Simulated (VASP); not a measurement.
YB2Ir3 (space group P6/mmm): computed properties

Calculation: PBEsol GGA, VASP's PBE PAW potentials (set 64) (plane waves; VASP).

For YB₂Ir₃, the space group is P6/mmm (191) and the cell is a = b = 5.4093 Å, c = 3.1328 Å, α = β = 90.00°, γ = 120.00°. The volume per atom is 13.23 Å^3/atom, the band gap (over mesh and band path) is none (metal, semimetal or under 0.01 eV) and the band gap with spin-orbit coupling is none (metallic). The density comes out as 14.37 g/cm³.

```cif
data_B2Ir3Y
_chemical_formula_sum 'Y1 B2 Ir3'
_space_group_name_H-M_alt 'P6/mmm'
_space_group_IT_number 191
_space_group_name_Hall '-P 6 2'
_cell_length_a 5.40933
_cell_length_b 5.40933
_cell_length_c 3.13280
_cell_angle_alpha 90.000
_cell_angle_beta 90.000
_cell_angle_gamma 120.000
loop_
_atom_site_label
_atom_site_type_symbol
_atom_site_symmetry_multiplicity
_atom_site_Wyckoff_symbol
_atom_site_fract_x
_atom_site_fract_y
_atom_site_fract_z
_atom_site_occupancy
Y1 Y 1 a 0.00000 0.00000 0.00000 1
B1 B 2 c 0.33333 0.66667 0.00000 1
Ir1 Ir 3 g 0.50000 0.50000 0.50000 1
```

Unless said otherwise, spin-orbit coupling is left out, though it shifts the bands of the heavy elements here.

The structure comes from a computed database's YB2Ir3 entry (P6/mmm); how it stands against other phases isn't given here. It was relaxed first. Symmetry was kept, so distortions that lower it aren't found.
